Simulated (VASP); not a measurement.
Consider the following.

```yaml
crystal:
  lattice:
    - [4.26000, 2.13000, 2.13000]
    - [2.13000, 4.26000, 2.13000]
    - [2.13000, 2.13000, 4.26000]
  atoms:
    - { symbol: Co, position: [0.00000, 0.00000, 0.00000], spin: 3.0 }
    - { symbol: Co, position: [0.50000, 0.50000, 0.50000], spin: -3.0 }
    - { symbol: O, position: [0.25000, 0.25000, 0.25000] }
    - { symbol: O, position: [0.75000, 0.75000, 0.75000] }
```

Method: PBE GGA + U (Dudarev), VASP's PBE PAW potentials (set 64) (plane waves; VASP). Run with 520 eV cut-off, 8×8×8 Γ-centred mesh, Gaussian smearing of 0.050 eV, potentials Co O, U − J: Co 5.00 eV.

Question: Give the stress tensor in GPa (positive for a compressed cell).

Answer: 
```
-3.24   3.76   3.76
 3.76  -3.24   3.76
 3.76   3.76  -3.24
```
The pressure is its mean diagonal, -3.24 GPa.

The compound is CoO in the rock salt, AFM-II order structure. The cell was not relaxed at this level. The k-mesh is coarse (spacing up to 0.31 per Å, 2π included), so the numbers may not be converged in it. The run is one of a series of settings (LDAU = .TRUE., LDAUJ = 0 0, LDAUL = 2 -1, LDAUTYPE = 2, LDAUU = 5.0 0 against the base run), some of them coarse on purpose. A gapless solution with U can be a metastable orbital state.
